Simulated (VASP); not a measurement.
# Relaxed cell of AlFe: a test of cutoff and mesh

Aim: test the relaxed volume of AlFe against cutoff and mesh. The starting structure is a measured crystal structure from the Crystallography Open Database. The first relaxation on each setting starts from this cell expanded by 3 % in volume.

Program: VASP 6.6.1. Level of theory: Kohn-Sham DFT with plane waves and PAW; PBEsol. Results are calculated unless marked as measured.

### Step 1. Starting point

It takes space group Pm-3m (No. 221, cubic). The conventional cell has a = 2.910 Å, b = 2.910 Å, c = 2.910 Å, α = 90.00°, β = 90.00°, γ = 90.00°. Nearest to Fe lie 8 Al at 2.52 Å. Nearest to Al lie 8 Fe at 2.52 Å. Farther neighbours are not listed.

### Step 2. Reference relaxation

This run starts from the cell of an earlier relaxation, which isn't shown; the restart sets up the plane waves anew.

INCAR reads:

```
SYSTEM = AlFe
PREC = Accurate
ENCUT = 450
EDIFF = 1E-06
NELM = 100
ISMEAR = 1
SIGMA = 0.15
LREAL = .FALSE.
ALGO = Normal
GGA = PS
NBANDS = 12
ISPIN = 2
MAGMOM = 3 0
LMAXMIX = 4
LORBIT = 11
LWAVE = .FALSE.
LCHARG = .FALSE.
KPAR = 4
IBRION = 2
NSW = 50
ISIF = 3
EDIFFG = -0.006
```

POSCAR reads:

```
AlFe
1.0
    2.8459696799      0.0000000000      0.0000000000
    0.0000000000      2.8459696799      0.0000000000
    0.0000000000      0.0000000000      2.8459696799
Fe Al
1 1
Direct
    0.5000000000      0.5000000000      0.5000000000
    0.0000000000      0.0000000000      0.0000000000
```

KPOINTS reads:

```
Automatic mesh
0
Gamma
16 16 16
0 0 0
```

The projector-augmented-wave data sets are Fe and Al (PBE family, release 64).

Command:

```console
$ mpirun -np 4 vasp_std
```

The log of the run:

```text
[banner, memory and clock lines left out]
running    4 mpi-ranks, on    1 nodes
 distrk:  each k-point on    1 cores,    4 groups
 distr:  one band on    1 cores,    1 groups

 POSCAR found type information on POSCAR FeAl
 POSCAR found :  2 types and       2 ions
|                                                                             |
|               ----> ADVICE to this user running VASP <----                  |
|                                                                             |
|     You enforced a specific xc type in the INCAR file but a different       |
|     [... a line on the potential file left out ...]
|     I HOPE YOU KNOW WHAT YOU ARE DOING!                                     |
|                                                                             |

 LDA part: xc-table for (Slater+PW92), standard interpolation
 POSCAR, INCAR and KPOINTS ok, starting setup
 FFT: planning ... GRIDC
 FFT: planning ... GRID_SOFT
 FFT: planning ... GRID
 WAVECAR not read
 entering main loop
       N       E                     dE             d eps       ncg     rms          rms(c)
DAV:   1     0.289612736642E+02    0.28961E+02   -0.43189E+03  8088   0.840E+02
DAV:   2    -0.140700719385E+02   -0.43031E+02   -0.39490E+02  8056   0.156E+02
DAV:   3    -0.152951934449E+02   -0.12251E+01   -0.12047E+01  9756   0.321E+01
DAV:   4    -0.153135695135E+02   -0.18376E-01   -0.18367E-01  8936   0.349E+00
DAV:   5    -0.153141290681E+02   -0.55955E-03   -0.55954E-03  9772   0.681E-01    0.165E+01
DAV:   6    -0.171638233049E+02   -0.18497E+01   -0.52910E+01  8908   0.997E+01    0.173E+01
DAV:   7    -0.137916660991E+02    0.33722E+01   -0.29358E+01  8984   0.644E+01    0.291E+00
DAV:   8    -0.137470987876E+02    0.44567E-01   -0.22603E-01  9948   0.477E+00    0.161E+00
DAV:   9    -0.137303734849E+02    0.16725E-01   -0.37698E-02 10060   0.236E+00    0.880E-01
DAV:  10    -0.137278236563E+02    0.25498E-02   -0.13633E-03  9316   0.324E-01    0.242E-01
DAV:  11    -0.137277353292E+02    0.88327E-04   -0.24447E-04  9868   0.183E-01    0.122E-01
DAV:  12    -0.137277386494E+02   -0.33202E-05   -0.37917E-05  9616   0.675E-02    0.417E-02
DAV:  13    -0.137277240716E+02    0.14578E-04   -0.69895E-06  9028   0.341E-02    0.127E-02
DAV:  14    -0.137277231202E+02    0.95142E-06   -0.45443E-07  4516   0.632E-03
   1 F= -.13727723E+02 E0= -.13728008E+02  d E =-.137277E+02  mag=     0.6804
 curvature:   0.00 expect dE= 0.000E+00 dE for cont linesearch  0.000E+00
 trial: gam= 0.00000 g(F)=  0.000E+00 g(S)=  0.136E-05 ort = 0.000E+00 (trialstep = 0.100E+01)
 search vector abs. value=  0.136E-05
 reached required accuracy - stopping structural energy minimisation
```

Elapsed: 15 s, on 4 MPI ranks of AMD EPYC 7R43, shared host; peak memory 0.58 GiB; 58 s of CPU time.

The logs omit lines about the potential files and the build; timing stands in the text.

OUTCAR, selected parts (step 2):

```text
ion  position               nearest neighbor table
   1  0.500  0.500  0.500-   2 2.46   2 2.46   2 2.46   2 2.46   2 2.46   2 2.46   2 2.46   2 2.46

  LATTYP: Found a simple cubic cell.
 ALAT       =     2.8459696799

 Subroutine GETGRP returns: Found 48 space group operations
 (whereof 48 operations were pure point group operations)

The static configuration has the point symmetry O_h .

 Found    165 irreducible k-points:

   k-points           NKPTS =    165   k-points in BZ     NKDIM =    165   number of bands    NBANDS=     12

   dimension x,y,z NGX =    20 NGY =   20 NGZ =   20
   dimension x,y,z NGXF=    40 NGYF=   40 NGZF=   40

   ENCUT  =  450.0 eV  33.07 Ry    5.75 a.u.   4.92  4.92  4.92*2*pi/ulx,y,z

   NELECT =      11.0000    total number of electrons

 k-points in reciprocal lattice and weights: Automatic mesh
   0.00000000  0.00000000  0.00000000       0.000
   0.06250000  0.00000000  0.00000000       0.001
   0.12500000  0.00000000  0.00000000       0.001
   0.18750000  0.00000000  0.00000000       0.001
   0.25000000  0.00000000  0.00000000       0.001
   0.31250000  0.00000000  0.00000000       0.001
   0.37500000  0.00000000  0.00000000       0.001
   0.43750000  0.00000000  0.00000000       0.001
   0.50000000  0.00000000  0.00000000       0.001
[...]
0.50000000  0.50000000  0.43750000       0.001
   0.50000000  0.50000000  0.50000000       0.000

 average (electrostatic) potential at core
       1 -40.2240       2 -70.5966

 E-fermi :   8.2075

 spin component 1
 k-point     1 :       0.0000    0.0000    0.0000
  band No.  band energies     occupation
    ...
      2       5.5552      1.00000
      3       5.5552      1.00000
      4       7.8985      1.00655
      5       7.8985      1.00655
      6       7.8985      1.00655
      7      14.7389      0.00000
      8      14.7389      0.00000
      9      14.7389      0.00000
     10      17.6796      0.00000
     11      17.6796      0.00000
    ...

 k-point     2 :       0.0625    0.0000    0.0000
  band No.  band energies     occupation
    ...
      2       5.5511      1.00000
      3       5.5778      1.00000
      4       7.8522      1.00204
      5       7.8522      1.00204
      6       7.9034      1.00730
      7      14.0446      0.00000
      8      14.8477      0.00000
      9      14.8477      0.00000
     10      17.6594      0.00000
     11      18.3278      0.00000
    ...

 k-point     3 :       0.1250    0.0000    0.0000
  band No.  band energies     occupation
    ...
      2       5.5224      1.00000
      3       5.6429      1.00000
      4       7.7252      1.00003
      5       7.7252      1.00003
      6       7.9172      1.00979
      7      12.7712      0.00000
      8      15.1626      0.00000
      9      15.1626      0.00000
     10      17.5994      0.00000
     11      19.4462      0.00000
    ...

 k-point     4 :       0.1875    0.0000    0.0000
  band No.  band energies     occupation
    ...
      2       5.4170      1.00000
      3       5.7429      1.00000
      4       7.5473      1.00000
      5       7.5473      1.00000
      6       7.9380      1.01455
      7      11.5095      0.00000
      8      15.6556      0.00000
      9      15.6556      0.00000
     10      17.5033      0.00000
     11      20.4572      0.00000
    ...

 k-point     5 :       0.2500    0.0000    0.0000
  band No.  band energies     occupation
    ...
      2       5.1478      1.00000
      3       5.8648      1.00000
      4       7.3530      1.00000
      5       7.3530      1.00000
      6       7.9626      1.02156
      7      10.4640     -0.00000
      8      16.2946      0.00000
      9      16.2946      0.00000
     10      17.3793      0.00000
     11      21.2873      0.00000
    ...

 k-point     6 :       0.3125    0.0000    0.0000
  band No.  band energies     occupation
    ...
      2       4.6305      1.00000
      3       5.9914      1.00000
      4       7.1725      1.00000
      5       7.1725      1.00000
      6       7.9874      1.02906
      7       9.7440     -0.00000
      8      17.0512      0.00000
      9      17.0512      0.00000
     10      17.2426      0.00000
     11      22.0094      0.00000
    ...

  Total       -0.0043358     -0.0043358     -0.0043358      0.0000000     -0.0000000      0.0000000
  in kB       -0.3013614     -0.3013614     -0.3013614      0.0000000     -0.0000000      0.0000000
  external PRESSURE =      -0.3013614 kB  Pullay stress =       0.0000000 kB

  energy-cutoff  :      450.00
  volume of cell :       23.05
      direct lattice vectors                 reciprocal lattice vectors
     2.845969680  0.000000000  0.000000000     0.351374088  0.000000000  0.000000000
     0.000000000  2.845969680  0.000000000     0.000000000  0.351374088  0.000000000
     0.000000000  0.000000000  2.845969680     0.000000000  0.000000000  0.351374088

 POSITION                                       TOTAL-FORCE (eV/Angst)
 -----------------------------------------------------------------------------------
      1.42298      1.42298      1.42298         0.000000      0.000000      0.000000
      0.00000      0.00000      0.00000         0.000000      0.000000      0.000000
 -----------------------------------------------------------------------------------
    total drift:                               -0.000000      0.000000      0.000000

  FREE ENERGIE OF THE ION-ELECTRON SYSTEM (eV)
  ---------------------------------------------------
  free  energy   TOTEN  =       -13.7277231202 eV

  energy  without entropy=      -13.7285786497  energy(sigma->0) =      -13.72800830

 reached required accuracy - stopping structural energy minimisation

 total charge
# of ion       s       p       d       tot
------------------------------------------
    1        0.446   0.526   6.521   7.493
    2        0.403   0.450   0.000   0.853
--------------------------------------------------
tot          0.849   0.976   6.521   8.346

 magnetization (x)
# of ion       s       p       d       tot
------------------------------------------
    1       -0.000   0.007   0.707   0.713
    2       -0.007  -0.015   0.000  -0.022
--------------------------------------------------
tot         -0.007  -0.007   0.707   0.692

[... 6 further parts left out ...]
```

CONTCAR:

```
AlFe
   1.00000000000000
     2.8459696799000000    0.0000000000000000    0.0000000000000000
     0.0000000000000000    2.8459696799000000    0.0000000000000000
     0.0000000000000000    0.0000000000000000    2.8459696799000000
  Fe              Al
     1     1
Direct
     0.5000000000000000    0.5000000000000000    0.5000000000000000
     0.0000000000000000    0.0000000000000000    0.0000000000000000
```

The cell holds one magnetic atom, so no antiferromagnetic order fits into it. The PAW data sets were made with PBE, which is usual practice but a small mismatch for other functionals. The run keeps the 48 symmetry operations of its start, so it cannot find a distortion of lower symmetry.

The reference relaxation ends at 11.526 Å³ an atom.

### Step 3. Relaxation with a cutoff of 270 eV

Against step 2 the input has ENCUT = 270. This run starts from the cell of an earlier relaxation, which isn't shown; the restart sets up the plane waves anew.

Changes to INCAR since step 2:

```diff
@@ -2,3 +2,3 @@
 PREC = Accurate
-ENCUT = 450
+ENCUT = 270
 EDIFF = 1E-06
```

POSCAR reads:

```
AlFe
1.0
    2.8450480535      0.0000000000      0.0000000000
    0.0000000000      2.8450480535      0.0000000000
    0.0000000000      0.0000000000      2.8450480535
Fe Al
1 1
Direct
    0.5000000000      0.5000000000      0.5000000000
    0.0000000000      0.0000000000      0.0000000000
```

KPOINTS is that of step 2.

Command:

```console
$ mpirun -np 4 vasp_std
```

The log of the run:

```text
[banner, memory and clock lines left out]
running    4 mpi-ranks, on    1 nodes
[...]
[... a notice as in an earlier step ...]

 LDA part: xc-table for (Slater+PW92), standard interpolation
 POSCAR, INCAR and KPOINTS ok, starting setup
[...]
entering main loop
       N       E                     dE             d eps       ncg     rms          rms(c)
DAV:   1     0.166813407644E+02    0.16681E+02   -0.31880E+03  8448   0.537E+02
DAV:   2    -0.146610781555E+02   -0.31342E+02   -0.28649E+02  8164   0.122E+02
DAV:   3    -0.152901946685E+02   -0.62912E+00   -0.62307E+00  9740   0.202E+01
DAV:   4    -0.152964592180E+02   -0.62645E-02   -0.62630E-02  8608   0.197E+00
[...]
DAV:  12    -0.137179199610E+02   -0.21486E-05   -0.33357E-05  9076   0.555E-02    0.427E-02
DAV:  13    -0.137179058164E+02    0.14145E-04   -0.65764E-06  8844   0.289E-02    0.119E-02
DAV:  14    -0.137179052250E+02    0.59134E-06   -0.45174E-07  4524   0.542E-03
   1 F= -.13717905E+02 E0= -.13718188E+02  d E =-.137179E+02  mag=     0.6800
[...]
DAV:   4    -0.137178643588E+02    0.23633E-03   -0.61443E-04  8360   0.180E-01    0.753E-02
DAV:   5    -0.137178315728E+02    0.32786E-04   -0.73325E-05 10412   0.759E-02    0.175E-02
DAV:   6    -0.137178321493E+02   -0.57656E-06   -0.14644E-06  6148   0.893E-03
   2 F= -.13717832E+02 E0= -.13718142E+02  d E =0.730757E-04  mag=     0.6763
 trial-energy change:    0.000073  1 .order    0.000140   -0.001521    0.001802
 step:   0.4881(harm=  0.4578)  dis= 0.00000  next Energy=   -13.718284 (dE=-0.379E-03)
[...]
N       E                     dE             d eps       ncg     rms          rms(c)
DAV:   1    -0.137220412008E+02   -0.42096E-02   -0.55401E-02  8488   0.346E+00    0.559E-01
DAV:   2    -0.137246386060E+02   -0.25974E-02   -0.10468E-01  8952   0.386E+00    0.654E-01
DAV:   3    -0.137183584817E+02    0.62801E-02   -0.36234E-02  8872   0.232E+00    0.702E-02
DAV:   4    -0.137182972909E+02    0.61191E-04   -0.14444E-04  8264   0.817E-02    0.405E-02
DAV:   5    -0.137182873914E+02    0.98995E-05   -0.19056E-05  9652   0.377E-02    0.911E-03
DAV:   6    -0.137182875669E+02   -0.17556E-06   -0.11407E-06  4520   0.950E-03
   3 F= -.13718288E+02 E0= -.13718583E+02  d E =-.382342E-03  mag=     0.6782
[...]
reached required accuracy - stopping structural energy minimisation
```

Elapsed: 15 s, on 4 MPI ranks; peak memory 0.47 GiB; 60 s of CPU time.

Parts of OUTCAR (step 3):

```text
  Total       -0.0009304     -0.0009304     -0.0009304     -0.0000000      0.0000000      0.0000000
  in kB       -0.0650656     -0.0650656     -0.0650656     -0.0000000      0.0000000      0.0000000
  external PRESSURE =      -0.0650656 kB  Pullay stress =       0.0000000 kB

 POSITION                                       TOTAL-FORCE (eV/Angst)
 -----------------------------------------------------------------------------------
      1.42010      1.42010      1.42010         0.000000      0.000000      0.000000
      0.00000      0.00000      0.00000        -0.000000     -0.000000      0.000000
 -----------------------------------------------------------------------------------
    total drift:                                0.000000      0.000000      0.000000

  FREE ENERGIE OF THE ION-ELECTRON SYSTEM (eV)
  ---------------------------------------------------
  free  energy   TOTEN  =       -13.7182875669 eV

  energy  without entropy=      -13.7191752376  energy(sigma->0) =      -13.71858346

 magnetization (x)
# of ion       s       p       d       tot
------------------------------------------
    1       -0.000   0.007   0.704   0.711
    2       -0.007  -0.015   0.000  -0.022
--------------------------------------------------
tot         -0.007  -0.008   0.704   0.689

[... 2 parts as in an earlier step ...]

[... 2 further parts left out ...]
[key lines of the parts left out:]
E-fermi :   8.2762
```

With a cutoff of 270 eV the cell ends at 11.455 Å³ an atom, -0.61 % from the reference.

### Step 4. Relaxation with an 8×8×8 mesh

Against step 2 the input has an 8×8×8 mesh. This run starts from the cell of an earlier relaxation, which isn't shown; the restart sets up the plane waves anew.

Changes to INCAR since step 3:

```diff
@@ -2,3 +2,3 @@
 PREC = Accurate
-ENCUT = 270
+ENCUT = 450
 EDIFF = 1E-06
```

POSCAR reads:

```
AlFe
1.0
    2.8474600990      0.0000000000      0.0000000000
    0.0000000000      2.8474600990      0.0000000000
    0.0000000000      0.0000000000      2.8474600990
Fe Al
1 1
Direct
    0.5000000000      0.5000000000      0.5000000000
    0.0000000000      0.0000000000      0.0000000000
```

KPOINTS reads:

```
Automatic mesh
0
Gamma
8 8 8
0 0 0
```

Command:

```console
$ mpirun -np 4 vasp_std
```

The log of the run:

```text
[... set-up lines as in an earlier step ...]
 entering main loop
       N       E                     dE             d eps       ncg     rms          rms(c)
DAV:   1     0.300778923143E+02    0.30078E+02   -0.43224E+03  1728   0.841E+02
DAV:   2    -0.139575895053E+02   -0.44035E+02   -0.40375E+02  1712   0.159E+02
DAV:   3    -0.152880824264E+02   -0.13305E+01   -0.12980E+01  2060   0.332E+01
DAV:   4    -0.153098742108E+02   -0.21792E-01   -0.21774E-01  1880   0.371E+00
[...]
DAV:  13    -0.137221253049E+02    0.60217E-05   -0.12073E-05  1992   0.493E-02    0.141E-02
DAV:  14    -0.137221241431E+02    0.11618E-05   -0.18231E-07   972   0.411E-03    0.530E-03
DAV:  15    -0.137221239566E+02    0.18651E-06   -0.14509E-07   984   0.386E-03
   1 F= -.13722124E+02 E0= -.13722460E+02  d E =-.137221E+02  mag=     0.7576
[...]
reached required accuracy - stopping structural energy minimisation
```

It took 5 s on 4 MPI ranks; peak memory 0.39 GiB; 18 s of CPU time.

Parts of OUTCAR (step 4):

```text
  Total       -0.0090438     -0.0090438     -0.0090438      0.0000000     -0.0000000      0.0000000
  in kB       -0.6276100     -0.6276100     -0.6276100      0.0000000     -0.0000000      0.0000000
  external PRESSURE =      -0.6276100 kB  Pullay stress =       0.0000000 kB

 POSITION                                       TOTAL-FORCE (eV/Angst)
 -----------------------------------------------------------------------------------
      1.42373      1.42373      1.42373         0.000000      0.000000      0.000000
      0.00000      0.00000      0.00000         0.000000      0.000000      0.000000
 -----------------------------------------------------------------------------------
    total drift:                               -0.000000      0.000000      0.000000

  FREE ENERGIE OF THE ION-ELECTRON SYSTEM (eV)
  ---------------------------------------------------
  free  energy   TOTEN  =       -13.7221239566 eV

  energy  without entropy=      -13.7231327599  energy(sigma->0) =      -13.72246022

 magnetization (x)
# of ion       s       p       d       tot
------------------------------------------
    1        0.002   0.011   0.775   0.787
    2       -0.008  -0.016   0.000  -0.024
--------------------------------------------------
tot         -0.006  -0.005   0.775   0.763

[... 1 part as in an earlier step ...]

[... 3 further parts left out ...]
[key lines of the parts left out:]
E-fermi :   8.2050
```

With an 8×8×8 mesh the cell ends at 11.544 Å³ an atom, +0.16 % from the reference.

(Continued in part 2 of 2.)

[Lines on the potential files, build, host, timing and source positions are cut from VASP's logs without a mark.]

[Logs are printed without paths, hosts, clocks, repeated set-up lines and the standing remarks that a program may print on its own settings, such as how far it seeks lower states.]

[Hosts, paths, dates, database ids (printed as entryN), source tags and the programs' standing remarks are cut or masked in the printed files.]
